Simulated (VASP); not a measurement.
Output of a VASP run:

OUTCAR:
```
 ion  position               nearest neighbor table
   1  0.333  0.667  0.250-   2 3.12   2 3.12   2 3.12   2 3.12   2 3.12   2 3.12
   2  0.667  0.333  0.750-   1 3.12   1 3.12   1 3.12   1 3.12   1 3.12   1 3.12
  LATTYP: Found a hexagonal cell.
 ALAT       =     3.2324352655
 C/A-ratio  =     1.5445958788
 Subroutine PRICEL returns:
 Original cell was already a primitive cell.
 Subroutine GETGRP returns: Found 24 space group operations
The static configuration has the point symmetry D_3d.
 The point group associated with its full space group is D_6h.
The dynamic configuration has the point symmetry D_3d.
 Subroutine INISYM returns: Found 24 space group operations
 Subroutine IBZKPT returns following result:
 Found     84 irreducible k-points:

 Following reciprocal coordinates:
            Coordinates               Weight
  0.000000  0.000000  0.000000      1.000000
  0.076923  0.000000  0.000000      6.000000
  0.153846  0.000000  0.000000      6.000000
  0.230769 -0.000000  0.000000      6.000000
  0.307692  0.000000  0.000000      6.000000
  0.384615 -0.000000  0.000000      6.000000
  0.461538  0.000000  0.000000      6.000000
  0.076923  0.076923  0.000000      6.000000
  0.153846  0.076923  0.000000     12.000000
  0.230769  0.076923  0.000000     12.000000
  0.307692  0.076923  0.000000     12.000000
  0.384615  0.076923  0.000000     12.000000
  0.461538  0.076923  0.000000      6.000000
  0.153846  0.153846  0.000000      6.000000
  0.230769  0.153846  0.000000     12.000000
  0.307692  0.153846  0.000000     12.000000
  0.384615  0.153846  0.000000     12.000000
  0.230769  0.230769  0.000000      6.000000
  0.307692  0.230769  0.000000     12.000000
  0.384615  0.230769  0.000000      6.000000
  0.307692  0.307692  0.000000      6.000000
  0.000000  0.000000  0.142857      2.000000
  0.076923  0.000000  0.142857     12.000000
  0.153846  0.000000  0.142857     12.000000
  0.230769 -0.000000  0.142857     12.000000
  0.307692  0.000000  0.142857     12.000000
  0.384615 -0.000000  0.142857     12.000000
  0.461538  0.000000  0.142857     12.000000
  0.076923  0.076923  0.142857     12.000000
  0.153846  0.076923  0.142857     24.000000
  0.230769  0.076923  0.142857     24.000000
  0.307692  0.076923  0.142857     24.000000
  0.384615  0.076923  0.142857     24.000000
  0.461538  0.076923  0.142857     12.000000
  0.153846  0.153846  0.142857     12.000000
  0.230769  0.153846  0.142857     24.000000
  0.307692  0.153846  0.142857     24.000000
  0.384615  0.153846  0.142857     24.000000
  0.230769  0.230769  0.142857     12.000000
  0.307692  0.230769  0.142857     24.000000
   k-points           NKPTS =     84   k-points in BZ     NKDIM =     84   number of bands    NBANDS=     15
   number of dos      NEDOS =    301   number of ions     NIONS =      2
   total plane-waves  NPLWV =  23040
   dimension x,y,z NGX =    24 NGY =   24 NGZ =   40
   dimension x,y,z NGXF=    48 NGYF=   48 NGZF=   80
   ions per type =               2
   PREC   = accura    normal or accurate (medium, high low for compatibility)
   ISTART =      0    job   : 0-new  1-cont  2-samecut
   ICHARG =      2    charge: 1-file 2-atom 10-const
   ISPIN  =      1    spin polarized calculation?
   LNONCOLLINEAR =      F non collinear calculations
   LSORBIT =      F    spin-orbit coupling
   INIWAV =      1    electr: 0-lowe 1-rand  2-diag
   ENCUT  =  520.0 eV  38.22 Ry    6.18 a.u.   6.01  6.01  9.28*2*pi/ulx,y,z
   NELM   =    100;   NELMIN=  2; NELMDL= -5     # of ELM steps
   EDIFF  = 0.1E-06   stopping-criterion for ELM
   LREAL  =      F    real-space projection
   NLSPLINE    = F    spline interpolate recip. space projectors
   LMAXMIX     =    4 max onsite mixed and CHGCAR
   VOSKOWN=      0    Vosko Wilk Nusair interpolation
   EDIFFG = -.1E-01   stopping-criterion for IOM
   NSW    =     30    number of steps for IOM
...
```

File OSZICAR:
```
       N       E                     dE             d eps       ncg     rms          rms(c)
DAV:   1     0.394567382014E+03    0.39457E+03   -0.10968E+04  2520   0.164E+03
DAV:   2     0.993894010407E+01   -0.38463E+03   -0.37890E+03  3667   0.690E+02
DAV:   3    -0.143009176840E+02   -0.24240E+02   -0.23511E+02  4289   0.216E+02
DAV:   4    -0.147360249817E+02   -0.43511E+00   -0.42358E+00  3953   0.235E+01
DAV:   5    -0.147438281085E+02   -0.78031E-02   -0.77832E-02  4248   0.350E+00    0.830E+00
DAV:   6    -0.136216806954E+02    0.11221E+01   -0.25236E+00  3178   0.222E+01    0.250E+00
DAV:   7    -0.134612646590E+02    0.16042E+00   -0.60742E-01  3402   0.983E+00    0.741E-01
DAV:   8    -0.134474753147E+02    0.13789E-01   -0.23595E-02  3381   0.245E+00    0.202E-01
DAV:   9    -0.134467169526E+02    0.75836E-03   -0.48209E-03  3520   0.886E-01    0.194E-02
DAV:  10    -0.134467380962E+02   -0.21144E-04   -0.89722E-05  4227   0.159E-01    0.501E-03
DAV:  11    -0.134467391508E+02   -0.10546E-05   -0.16115E-06  4109   0.179E-02    0.129E-03
DAV:  12    -0.134467391284E+02    0.22360E-07   -0.18355E-07  2618   0.586E-03
   1 F= -.13446739E+02 E0= -.13445986E+02  d E =-.134467E+02
       N       E                     dE             d eps       ncg     rms          rms(c)
DAV:   1    -0.134470166614E+02   -0.27751E-03   -0.34423E-02  3157   0.435E+00    0.119E-01
DAV:   2    -0.134469784823E+02    0.38179E-04   -0.27156E-03  4068   0.905E-01    0.764E-02
DAV:   3    -0.134468400259E+02    0.13846E-03   -0.47137E-04  4704   0.324E-01    0.108E-02
DAV:   4    -0.134468373818E+02    0.26441E-05   -0.23120E-05  3841   0.826E-02    0.549E-03
DAV:   5    -0.134468370817E+02    0.30018E-06   -0.74515E-07  3394   0.182E-02    0.126E-03
DAV:   6    -0.134468370655E+02    0.16138E-07   -0.47435E-08  1820   0.430E-03
   2 F= -.13446837E+02 E0= -.13446124E+02  d E =-.979371E-04
       N       E                     dE             d eps       ncg     rms          rms(c)
DAV:   1    -0.134470230854E+02   -0.18600E-03   -0.30178E-02  3164   0.408E+00    0.112E-01
DAV:   2    -0.134469901401E+02    0.32945E-04   -0.23798E-03  4012   0.847E-01    0.716E-02
DAV:   3    -0.134468685585E+02    0.12158E-03   -0.41298E-04  4689   0.303E-01    0.101E-02
DAV:   4    -0.134468662628E+02    0.22957E-05   -0.20243E-05  3863   0.772E-02    0.509E-03
DAV:   5    -0.134468660064E+02    0.25643E-06   -0.64748E-07  3324   0.169E-02    0.120E-03
DAV:   6    -0.134468659929E+02    0.13451E-07   -0.42505E-08  1596   0.407E-03
   3 F= -.13446866E+02 E0= -.13446193E+02  d E =-.126864E-03
```

### OUTCAR
```
------------------------ aborting loop because EDIFF is reached ----------------------------------------
  FORCE on cell =-STRESS in cart. coord.  units (eV):
  Direction    XX          YY          ZZ          XY          YZ          ZX
  --------------------------------------------------------------------------------------
  Total       -0.0156674     -0.0156674     -0.0144729     -0.0000000      0.0000000     -0.0000000
  in kB       -0.5556132     -0.5556132     -0.5132512     -0.0000000      0.0000000     -0.0000000
  external PRESSURE =      -0.5414925 kB  Pullay stress =       0.0000000 kB
  volume of cell :       45.18
      direct lattice vectors                 reciprocal lattice vectors
     1.618497381 -2.803319616  0.000000000     0.308928520 -0.178359969 -0.000000000
     1.618497381  2.803319616 -0.000000000     0.308928520  0.178359969  0.000000000
     0.000000000 -0.000000000  4.978750987     0.000000000  0.000000000  0.200853588
 POSITION                                       TOTAL-FORCE (eV/Angst)
 -----------------------------------------------------------------------------------
      1.61850      0.93444      1.24469        -0.000000     -0.000000      0.000000
      1.61850     -0.93444      3.73406         0.000000      0.000000      0.000000
 -----------------------------------------------------------------------------------
    total drift:                                0.000109      0.000668     -0.000015
  FREE ENERGIE OF THE ION-ELECTRON SYSTEM (eV)
  ---------------------------------------------------
  free  energy   TOTEN  =       -13.4468659929 eV

  energy  without entropy=      -13.4448481986  energy(sigma->0) =      -13.44619339

 reached required accuracy - stopping structural energy minimisation
```
(Selected blocks of OUTCAR.)

POSCAR:
```
Sc
1
    1.6162176675    -2.7993710359     0.0000000000
    1.6162176675     2.7993710359     0.0000000000
    0.0000000000     0.0000000000     4.9928061894
Sc
2
Direct
  0.3333330000   0.6666670000   0.2500000000
  0.6666670000   0.3333330000   0.7500000000
```

**Question.** Write an INCAR and KPOINTS that could have produced this output.

**Answer.** One answer among several that fit: the input of the run itself, LDA (Ceperley-Alder, Perdew-Zunger), plane waves, VASP's LDA PAW potentials (set 64).

KPOINTS:
```
Automatic
0
gamma
13 13 7
```

INCAR:
```
SYSTEM = Sc
PREC = Accurate; ENCUT = 520; LREAL = F
LASPH = T
EDIFF = 1E-7; NELM = 100; ALGO = Normal
LMAXMIX = 4
ISMEAR = 1; SIGMA = 0.1
IBRION = 2; NSW = 30; ISIF = 4
EDIFFG = -0.01
LWAVE = F; LCHARG = F
```

POTCAR, in this order: Sc_sv (LDA.64 set). Program: vasp_std.

The compound is Sc in the hcp structure. This run relaxes it. Symmetry was kept, so distortions that lower it aren't found.
